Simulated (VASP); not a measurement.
Set up this calculation in VASP 6.6.1, as the native input.

| Item | Value |
| --- | --- |
| Task | work function |
| Functional | PBE |
| Potentials or basis | VASP PAW PBE potentials, release 64 (Ti_sv) |
| Cutoff | 520 eV |
| k mesh | 10 × 10 × 1 |
| Occupations | fermi-dirac, width 0.05 eV |
| Spin | no spin polarisation |
| Dipole correction | yes |
| Further INCAR settings | ALGO = Normal; EDIFF = 1e-06; EFIELD = 0.1 |

The structure of Ti lies in POSCAR:

```
Ti
1.0
    2.9499978604      0.0000000000      0.0000000000
   -1.4749989302      2.5547730882      0.0000000000
    0.0000000000      0.0000000000     26.7150000000
Ti
6
Direct
    0.6666666667      0.3333333334      0.2807411567
    0.3333333333      0.6666666666      0.3684446940
    0.6666666667      0.3333333334      0.4561482313
    0.3333333333      0.6666666666      0.5438517687
    0.6666666667      0.3333333334      0.6315553060
    0.3333333333      0.6666666666      0.7192588433
```

These files were run (other wordings do the same):

INCAR

```
SYSTEM = Ti
PREC = Accurate ; ENCUT = 520
EDIFF = 1E-6 ; ISMEAR = -1
SIGMA = 0.05 ; LREAL = .FALSE.
LASPH = .TRUE. ; NELM = 80
ALGO = Normal ; ISIF = 2
LWAVE = .FALSE. ; LCHARG = .FALSE.
LDIPOL = .TRUE. ; IDIPOL = 3
DIPOL = 0.5 0.5 0.500 ; GGA = PE
EFIELD = 0.1 ; LVHAR = .TRUE.
LVACPOTAV = .TRUE.
```

KPOINTS

```
regular mesh
0
G
  10 10 1
  0 0 0
```

Potentials or basis: VASP PAW PBE potentials, release 64 (Ti_sv).

Run with:

```console
$ cat potpaw_PBE.64/Ti_sv/POTCAR > POTCAR
$ mpirun -np 1 vasp_std > vasp.out
```

Results of the run:

| Quantity | Value |
| --- | --- |
| Largest force | 0.626 eV/Å |
| Band gap on the k mesh | none (metal or under the smearing width) |

Wall time 5.9 min on 1 thread of Intel(R) Xeon(R) Platinum 8375C CPU @ 2.90GHz (Ice Lake) (shared host), peak memory 0.36 GiB.
